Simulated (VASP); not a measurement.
These are PBE GGA, VASP's PBE PAW potentials (set 64) (plane waves; VASP) values and carry that method's errors.

Gaps are without spin-orbit coupling.

The volume per atom is 36.19 Å³/atom, the band gap (over mesh and band path) is 1.34 eV and the smallest direct gap (over mesh and band path) is 1.34 eV.

Task: Which relaxed crystal gives these values?
(A) AlN, P6_3mc (186)
(B) HfO2, Fm-3m (225)
(C) AgI, F-43m (216)
(D) AgCl, Fm-3m (225)

Result: C, AgI, F-43m (216)
